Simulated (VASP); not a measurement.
# Black phosphorene and its bilayer

What are the lattice, gap and band positions of black phosphorene, and what does a second sheet change?

Main program and level: VASP 6.6.1; optB86b-vdW; plane waves and PAW (P).

**1. The structure**

The cell holds 4 atoms: 4 P. Cell: a = 4.620 Å, b = 3.300 Å, c = 22.000 Å, α = 90.0°, β = 90.0°, γ = 90.0°. Vacuum lies along c.

Coordinates:

```xyz
4
Lattice="4.6200 0.0000 0.0000 0.0000 3.3000 0.0000 0.0000 0.0000 22.0000" Properties=species:S:1:pos:R:3
P     0.4158    0.0000    9.9500
P     1.8942    1.6500    9.9500
P     2.7258    1.6500   12.0500
P     4.2042    0.0000   12.0500
```

**2. Relaxing the monolayer**

The sheet's cell relaxes in its plane with the atoms, while the vacuum is kept.

INCAR

```
SYSTEM = P
PREC = Normal
ENCUT = 350
EDIFF = 1E-06
NELM = 120
ISMEAR = 0
SIGMA = 0.03
LREAL = .FALSE.
ALGO = Normal
GGA = MK
AGGAC = 0
LUSE_VDW = .TRUE.
PARAM1 = 0.1234
PARAM2 = 1
LASPH = .TRUE.
NBANDS = 16
LORBIT = 11
LWAVE = .FALSE.
LCHARG = .FALSE.
KPAR = 4
IBRION = 2
NSW = 50
ISIF = 3
EDIFFG = -0.015
POTIM = 0.4
IDIPOL = 3
LDIPOL = .TRUE.
DIPOL = 0.5 0.5 0.5
LATTICE_CONSTRAINTS = .TRUE. .TRUE. .FALSE.
```

POSCAR

```
P
1.0
    4.6200000000      0.0000000000      0.0000000000
    0.0000000000      3.3000000000      0.0000000000
    0.0000000000      0.0000000000     22.0000000000
P
4
Direct
    0.0900000000      0.0000000000      0.4522727273
    0.4100000000      0.5000000000      0.4522727273
    0.5900000000      0.5000000000      0.5477272727
    0.9100000000      0.0000000000      0.5477272727
```

KPOINTS

```
Automatic mesh
0
Gamma
7 9 1
0 0 0
```

Potentials, in the order of the species: P (PBE family, release 64).

Run with:

```sh
> mpirun -np 4 vasp_std
```

Output:

```text
[banner, memory and clock lines left out]
running    4 mpi-ranks, on    1 nodes
 distrk:  each k-point on    1 cores,    4 groups
 distr:  one band on    1 cores,    1 groups

 POSCAR found type information on POSCAR P
 POSCAR found :  1 types and       4 ions
|                                                                             |
|               ----> ADVICE to this user running VASP <----                  |
|                                                                             |
|     You have switched on vdW-DFT.                                           |
|     This routine was written and supplied by Jiri Klimes. We recommend      |
|     that you carefully read and cite the following publications:            |
|       J. Klimes, D.R. Bowler, A. Michelides                                 |
|          J. Phys.: Cond Matt. 22 022201 (2010)                              |
|       J. Klimes, D.R. Bowler, A. Michelides                                 |
|          Phys. Rev. B. 83, 195131 (2011)                                    |
|     and references therein.                                                 |
|                                                                             |

|                                                                             |
|               ----> ADVICE to this user running VASP <----                  |
|                                                                             |
|     You enforced a specific xc type in the INCAR file but a different       |
|     [... a line on the potential file left out ...]
|     I HOPE YOU KNOW WHAT YOU ARE DOING!                                     |
|                                                                             |

 LDA part: xc-table for (Slater+PW92), standard interpolation
 POSCAR, INCAR and KPOINTS ok, starting setup
 FFT: planning ... GRIDC
 FFT: planning ... GRID_SOFT
 FFT: planning ... GRID
 WAVECAR not read
 entering main loop
       N       E                     dE             d eps       ncg     rms          rms(c)
DAV:   1     0.121441651977E+03    0.12144E+03   -0.51964E+03   640   0.637E+02
DAV:   2    -0.218817008459E+01   -0.12363E+03   -0.11687E+03   984   0.141E+02
DAV:   3    -0.158509293050E+02   -0.13663E+02   -0.13610E+02   904   0.570E+01
DAV:   4    -0.161161989356E+02   -0.26527E+00   -0.26471E+00   912   0.995E+00
DAV:   5    -0.161238146037E+02   -0.76157E-02   -0.76139E-02   984   0.156E+00    0.962E+00
DAV:   6    -0.160141309873E+02    0.10968E+00   -0.88154E-02   848   0.153E+00    0.576E+00
DAV:   7    -0.159698576809E+02    0.44273E-01   -0.16267E-01   848   0.209E+00    0.311E-01
DAV:   8    -0.159685080105E+02    0.13497E-02   -0.10294E-02   824   0.600E-01    0.127E-01
DAV:   9    -0.159680612565E+02    0.44675E-03   -0.55571E-04  1088   0.141E-01    0.944E-02
DAV:  10    -0.159673551553E+02    0.70610E-03   -0.19263E-04   848   0.669E-02    0.521E-02
DAV:  11    -0.159668228231E+02    0.53233E-03   -0.14983E-04   872   0.529E-02    0.144E-02
DAV:  12    -0.159663739180E+02    0.44891E-03   -0.17158E-04   832   0.597E-02    0.844E-03
DAV:  13    -0.159663490867E+02    0.24831E-04   -0.18153E-05   720   0.295E-02    0.666E-03
DAV:  14    -0.159663941624E+02   -0.45076E-04   -0.58400E-05   648   0.468E-02    0.284E-03
DAV:  15    -0.159664275692E+02   -0.33407E-04   -0.20070E-05   784   0.203E-02    0.310E-03
DAV:  16    -0.159664622194E+02   -0.34650E-04   -0.33066E-06   784   0.828E-03    0.113E-03
DAV:  17    -0.159664861232E+02   -0.23904E-04   -0.14685E-06   640   0.553E-03    0.153E-03
DAV:  18    -0.159664939228E+02   -0.77996E-05   -0.81102E-07   584   0.373E-03    0.438E-04
DAV:  19    -0.159664943025E+02   -0.37969E-06   -0.36435E-08   648   0.115E-03
   1 F= -.15966494E+02 E0= -.15966494E+02  d E =-.159665E+02
 curvature:   0.00 expect dE= 0.000E+00 dE for cont linesearch  0.000E+00
 trial: gam= 0.00000 g(F)=  0.577E-02 g(S)=  0.167E-03 ort = 0.000E+00 (trialstep = 0.100E+01)
 search vector abs. value=  0.593E-02
 bond charge predicted
       N       E                     dE             d eps       ncg     rms          rms(c)
DAV:   1    -0.159701015405E+02   -0.36076E-02   -0.11936E-01   696   0.179E+00    0.164E-01
DAV:   2    -0.159705806141E+02   -0.47907E-03   -0.74526E-03   816   0.497E-01    0.596E-02
DAV:   3    -0.159705501389E+02    0.30475E-04   -0.18867E-04   968   0.844E-02    0.516E-02
DAV:   4    -0.159705426392E+02    0.74996E-05   -0.18179E-05   904   0.244E-02    0.320E-02
DAV:   5    -0.159705410879E+02    0.15513E-05   -0.10206E-05   824   0.181E-02    0.485E-03
DAV:   6    -0.159705405888E+02    0.49911E-06   -0.92093E-07   688   0.566E-03
   2 F= -.15970541E+02 E0= -.15970541E+02  d E =-.404629E-02
[...]
3 F= -.15971183E+02 E0= -.15971183E+02  d E =-.468826E-02
[...]
4 F= -.15974159E+02 E0= -.15974159E+02  d E =-.297637E-02
[...]
5 F= -.15975543E+02 E0= -.15975543E+02  d E =-.436044E-02
[...]
6 F= -.15977726E+02 E0= -.15977726E+02  d E =-.218310E-02
[...]
7 F= -.15978213E+02 E0= -.15978213E+02  d E =-.266954E-02
[...]
8 F= -.15978216E+02 E0= -.15978216E+02  d E =-.267314E-02
 curvature:  -1.97 expect dE=-0.431E-03 dE for cont linesearch -0.535E-06
 trial: gam= 0.09857 g(F)=  0.190E-03 g(S)=  0.292E-04 ort = 0.389E-04 (trialstep = 0.127E+01)
 search vector abs. value=  0.281E-03
 bond charge predicted
       N       E                     dE             d eps       ncg     rms          rms(c)
DAV:   1    -0.159783877767E+02   -0.17145E-03   -0.11377E-02   640   0.539E-01    0.673E-02
DAV:   2    -0.159784080661E+02   -0.20289E-04   -0.65809E-04   832   0.168E-01    0.266E-02
DAV:   3    -0.159783917089E+02    0.16357E-04   -0.33108E-05   872   0.358E-02    0.113E-02
DAV:   4    -0.159783907825E+02    0.92633E-06   -0.12242E-05   768   0.188E-02    0.528E-03
DAV:   5    -0.159783915314E+02   -0.74885E-06   -0.97287E-07   544   0.645E-03
   9 F= -.15978392E+02 E0= -.15978392E+02  d E =-.175384E-03
 trial-energy change:   -0.000175  1 .order   -0.000177   -0.000283   -0.000071
 step:   1.6919(harm=  1.6919)  dis= 0.00169  next Energy=   -15.978405 (dE=-0.189E-03)
 reached required accuracy - stopping structural energy minimisation
```

It took 4.6 min on 4 MPI ranks of AMD EPYC 9R45, shared host; peak memory 1.8 GiB.

Lines that name or quote the potential files are left out of all logs, and their timing lines are given in words.

OUTCAR, selected parts (step 2):

```text
ion  position               nearest neighbor table
   1  0.090  0.000  0.452-   2 2.22   2 2.22   4 2.26
   2  0.410  0.500  0.452-   1 2.22   1 2.22   3 2.26
   3  0.590  0.500  0.548-   4 2.22   4 2.22   2 2.26
   4  0.910  0.000  0.548-   3 2.22   3 2.22   1 2.26

  LATTYP: Found a simple orthorhombic cell.
 ALAT       =     3.3000000000
 B/A-ratio  =     1.4000000000
 C/A-ratio  =     6.6666666667

 Subroutine GETGRP returns: Found  8 space group operations
 (whereof  4 operations were pure point group operations)

The static configuration has the point symmetry C_2h.
 The point group associated with its full space group is D_2h.

 Found     20 irreducible k-points:

   k-points           NKPTS =     20   k-points in BZ     NKDIM =     20   number of bands    NBANDS=     16

   dimension x,y,z NGX =    24 NGY =   16 NGZ =  108
   dimension x,y,z NGXF=    48 NGYF=   32 NGZF=  216

   ENCUT  =  350.0 eV  25.72 Ry    5.07 a.u.   7.05  5.03 33.56*2*pi/ulx,y,z

   NELECT =      20.0000    total number of electrons

 k-points in reciprocal lattice and weights: Automatic mesh
   0.00000000  0.00000000  0.00000000       0.016
   0.14285714  0.00000000  0.00000000       0.032
   0.28571429  0.00000000  0.00000000       0.032
   0.42857143  0.00000000  0.00000000       0.032
   0.00000000  0.11111111  0.00000000       0.032
   0.14285714  0.11111111  0.00000000       0.063
   0.28571429  0.11111111  0.00000000       0.063
   0.42857143  0.11111111  0.00000000       0.063
   0.00000000  0.22222222  0.00000000       0.032
[...]
0.28571429  0.44444444  0.00000000       0.063
   0.42857143  0.44444444  0.00000000       0.063

 dipolmoment           0.000000      0.000000      0.000000 electrons x Angstroem

 average (electrostatic) potential at core
       1 -91.5864       2 -91.5864       3 -91.5864       4 -91.5864

 E-fermi :  -2.3548

 k-point     1 :       0.0000    0.0000    0.0000
  band No.  band energies     occupation
    ...
      6      -7.0773      2.00000
      7      -5.8834      2.00000
      8      -4.3177      2.00000
      9      -4.2543      2.00000
     10      -2.5198      2.00000
     11      -1.7479      0.00000
     12      -0.8347      0.00000
     13       0.2385      0.00000
     14       0.8890      0.00000
     15       1.4951      0.00000
    ...

 k-point     2 :       0.1429    0.0000    0.0000
  band No.  band energies     occupation
    ...
      6      -6.6165      2.00000
      7      -5.8019      2.00000
      8      -4.3168      2.00000
      9      -3.8205      2.00000
     10      -3.2064      2.00000
     11      -1.1584      0.00000
     12      -0.7457      0.00000
     13       0.0223      0.00000
     14       0.7811      0.00000
     15       1.6523      0.00000
    ...

 k-point     3 :       0.2857    0.0000    0.0000
  band No.  band energies     occupation
    ...
      6      -5.5695      2.00000
      7      -5.5236      2.00000
      8      -4.5154      2.00000
      9      -4.1838      2.00000
     10      -2.9946      2.00000
     11      -0.6218      0.00000
     12      -0.4611      0.00000
     13      -0.2194      0.00000
     14       0.6627      0.00000
     15       2.0716      0.00000
    ...

Total vdW correction in eV:      3.1575601

  Total       -0.0203178     -0.0170261     -0.0576498      0.0000000      0.0000000      0.0000000
  in kB       -0.0993034     -0.0832153     -0.2817648      0.0000000      0.0000000      0.0000000
  external PRESSURE =      -0.1547612 kB  Pullay stress =       0.0000000 kB

  energy-cutoff  :      350.00
  volume of cell :      327.81
      direct lattice vectors                 reciprocal lattice vectors
     4.507657350  0.000000000  0.000000000     0.221844724  0.000000000  0.000000000
     0.000000000  3.305585407  0.000000000     0.000000000  0.302518276  0.000000000
     0.000000000  0.000000000 22.000000000     0.000000000  0.000000000  0.045454545

 POSITION                                       TOTAL-FORCE (eV/Angst)
 -----------------------------------------------------------------------------------
      0.38054      0.00000      9.93633        -0.003926      0.000000      0.006037
      1.87329      1.65279      9.93633         0.003926     -0.000000      0.006037
      2.63437      1.65279     12.06367        -0.003926      0.000000     -0.006037
      4.12711      0.00000     12.06367         0.003926     -0.000000     -0.006037
 -----------------------------------------------------------------------------------
    total drift:                               -0.000000      0.000000     -0.000000

  FREE ENERGIE OF THE ION-ELECTRON SYSTEM (eV)
  ---------------------------------------------------
  free  energy   TOTEN  =       -15.9783915314 eV

  energy  without entropy=      -15.9783915314  energy(sigma->0) =      -15.97839153

Total vdW correction in eV:      3.1575547

 reached required accuracy - stopping structural energy minimisation

 vacuum level on the upper side and lower side of the slab         2.572         2.572

 total charge
# of ion       s       p       d       tot
------------------------------------------
    1        1.080   1.378   0.000   2.458
    2        1.080   1.378   0.000   2.458
    3        1.080   1.378   0.000   2.458
    4        1.080   1.378   0.000   2.458
--------------------------------------------------
tot          4.319   5.513   0.000   9.832

[... 3 further parts left out ...]
```

CONTCAR:

```
P
   1.00000000000000
     4.5076573502191346    0.0000000000000000    0.0000000000000000
     0.0000000000000000    3.3055854073710731    0.0000000000000000
     0.0000000000000000    0.0000000000000000   22.0000000000000000
  P
     4
Direct
     0.0844215259154836    0.0000000000000000    0.4516514380717567
     0.4155784740845164    0.5000000000000000    0.4516514380717567
     0.5844215259154835    0.5000000000000000    0.5483485619282433
     0.9155784740845165    0.0000000000000000    0.5483485619282433
```

The gap is read on the k-mesh alone, so it is an upper bound where the band edges lie off the mesh. The PAW data sets were made with PBE, which is usual practice but a small mismatch for other functionals. The run keeps the 8 symmetry operations of its start, so it cannot find a distortion of lower symmetry.

Step by step:

```csv
step,energy less that of the first step (eV),largest force (eV/Å),pressure (GPa),volume (Å³)
1,0.0000,0.1933,0.01,335.41
2,-0.0040,0.0703,-0.05,334.84
3,-0.0047,0.0580,-0.09,334.49
4,-0.0077,0.0279,-0.02,332.02
5,-0.0090,0.0144,0.06,329.06
6,-0.0112,0.0232,0.00,328.56
7,-0.0117,0.0342,-0.04,328.19
8,-0.0117,0.0351,-0.04,328.17
9,-0.0119,0.0072,-0.02,327.81
```

```csv
cell as run,before,after,change
a (Å),4.620,4.508,-2.4 %
b (Å),3.300,3.306,+0.2 %
```

The atoms that moved most (Å, along periodic axes as changes of fractional coordinates times the final cell, across vacuum about the mean position):

```csv
atom,dx,dy,dz,length
P1,-0.025,0.000,-0.014,0.029
P2,0.025,0.000,-0.014,0.029
P3,-0.025,0.000,0.014,0.029
P4,0.025,0.000,0.014,0.029
```

Final coordinates:

```xyz
4
Lattice="4.5077 0.0000 0.0000 0.0000 3.3056 0.0000 0.0000 0.0000 22.0000" Properties=species:S:1:pos:R:3
P     0.3805    0.0000    9.9363
P     1.8733    1.6528    9.9363
P     2.6344    1.6528   12.0637
P     4.1271    0.0000   12.0637
```

This step gave:

* electronic steps: 69
* electrons: 20
* free energy (TOTEN): -15.98 eV
* Fermi energy: -2.355 eV
* metallic: no
* dipole moment: 0, 0, 0 e·Å
* gap on the k-mesh: 0.7719 eV
* least direct gap on the k-mesh: 0.7719 eV

The run ended after 9 ionic steps, 0.012 eV below its first step, once forces and stress met EDIFFG = -0.015.

[end of part 1 of 5]

[Lines on the potential files, build, host, timing and source positions are cut from VASP's logs without a mark.]

[Logs are printed without paths, hosts, clocks, repeated set-up lines and the standing remarks that a program may print on its own settings, such as how far it seeks lower states.]

[Hosts, paths, dates, database ids (printed as entryN), source tags and the programs' standing remarks are cut or masked in the printed files.]

[Runs that stopped without an error message from VASP are left out.]
